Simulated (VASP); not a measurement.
Crystal: Hf3Be.

```
CELL_PARAMETERS angstrom
-2.09200 2.09200 4.35305
2.09200 -2.09200 4.35305
2.09200 2.09200 -4.35305
ATOMIC_POSITIONS crystal
Hf 0.50000 0.50000 0.00000
Hf 0.25000 0.75000 0.50000
Hf 0.75000 0.25000 0.50000
Be 0.00000 0.00000 0.00000
```

The cell comes from a database or a generator and needn't be the stable form of this composition.

- Program: VASP 6.6.1
- Task: relaxation of cell and atoms
- Functional: r2SCAN
- Dispersion: D3(BJ)
- Potentials or basis: VASP PAW PBE potentials, release 64 (Hf_pv, Be)
- Cutoff: 600 eV
- k mesh: 9 × 9 × 9
- Occupations: methfessel-paxton, width 0.1 eV
- Spin: no spin polarisation

At the start: pressure -3.3 GPa; volume 19.05 Å³/atom.

**Question.** How do energy, volume and symmetry change on relaxing?

**Answer.** Over 6 steps the energy falls by 6.5 meV/atom and the volume is 18.45 Å³/atom (-3.2 %); space group I4/mmm (No. 139, to 0.05 Å).

The path:
| step | energy change (eV) | largest force (eV/Å) | pressure (GPa) | volume (Å³) |
| --- | --- | --- | --- | --- |
| 1 | 0.0000 | 0.0000 | -3.30 | 76.20 |
| 2 | -0.0093 | 0.0000 | 2.91 | 71.96 |
| 3 | -0.0258 | 0.0000 | 0.01 | 73.81 |
| 4 | -0.0257 | 0.0000 | 0.09 | 73.76 |
| 5 | -0.0260 | 0.0000 | 0.07 | 73.78 |
| 6 | -0.0260 | 0.0000 | 0.06 | 73.79 |

Final structure:
```yaml
crystal:
  lattice:
    - [-2.06485, 2.06485, 4.32667]
    - [2.06485, -2.06485, 4.32667]
    - [2.06485, 2.06485, -4.32667]
  atoms:
    - { symbol: Hf, position: [0.50000, 0.50000, 0.00000] }
    - { symbol: Hf, position: [0.25000, 0.75000, 0.50000] }
    - { symbol: Hf, position: [0.75000, 0.25000, 0.50000] }
    - { symbol: Be, position: [0.00000, 0.00000, 0.00000] }
```

Caveat: the PAW data sets were made with another functional, which shifts forces and pressure a little; pairwise dispersion overbinds metals, which lowers pressure and volume.
